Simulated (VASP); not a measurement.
A run of VASP 6.6.1 is set up as follows.

File POSCAR:

```
NiMoIrPdW
1.0
    2.7721480000      0.0000000000      0.0000000000
   -1.3860740000      2.4007500000      0.0000000000
    0.0000000000      0.0000000000     22.0186300000
Ni Mo Pd Ir W
2 2 2 2 2
Direct
    0.3333330000      0.6666670000      0.8509960000
    0.6666670000      0.3333330000      0.1490040000
    0.6666670000      0.3333330000      0.7607190000
    0.3333330000      0.6666670000      0.2392810000
    0.3333330000      0.6666670000      0.0531900000
    0.6666670000      0.3333330000      0.9468100000
    0.3333330000      0.6666670000      0.6583980000
    0.6666670000      0.3333330000      0.3416020000
    0.3333330000      0.6666670000      0.4441630000
    0.6666670000      0.3333330000      0.5558370000
```

Contents of INCAR.step1:

```
SYSTEM = NiMoIrPdW
  ALGO = Normal
  EDIFF = 1E-8
  EDIFFG = -0.002
  ENCUT = 520
  GGA = PE
  IBRION = 2
  ISIF = 3
  ISMEAR = 0
  KPAR = 8
  LASPH = .True.
  LCHARG = .False.
  LREAL = .False.
  LWAVE = .False.
  NELM = 120
  NSW = 40
  PREC = Accurate
  SIGMA = 0.1
```

File INCAR.step2:

```
SYSTEM = NiMoIrPdW
  ALGO = Normal
  EDIFF = 1E-8
  ENCUT = 520
  GGA = PE
  IBRION = 6
  ISIF = 2
  ISMEAR = 0
  KPAR = 8
  LASPH = .True.
  LCHARG = .False.
  LREAL = .False.
  LWAVE = .False.
  NELM = 120
  NFREE = 2
  NSW = 1
  POTIM = 0.015
  PREC = Accurate
  SIGMA = 0.1
```

Contents of KPOINTS:

```
k-points
0
Gamma
  10 10 2
  0 0 0
```

Potentials or basis: VASP PAW PBE potentials, release 64 (Ni, Mo_sv, Pd, Ir, W_sv).

The run is started by

```console
$ cat potpaw_PBE.64/Ni/POTCAR potpaw_PBE.64/Mo_sv/POTCAR potpaw_PBE.64/Pd/POTCAR potpaw_PBE.64/Ir/POTCAR potpaw_PBE.64/W_sv/POTCAR > POTCAR
$ cp INCAR.step1 INCAR
$ mpirun -np 8 vasp_std > vasp.out
$ cp CONTCAR POSCAR
$ cp INCAR.step2 INCAR
$ mpirun -np 8 vasp_std > vasp.out
```

(1) Estimate the highest phonon frequency at Γ, LO-TO splitting left out.

(2) Predict the space group after relaxing (to 0.05 Å).

(3) What does it give for the relaxed volume?

## Answers

(1) 265 cm⁻¹.

(2) P-3m1 (No. 164).

(3) 14.66 Å³/atom.
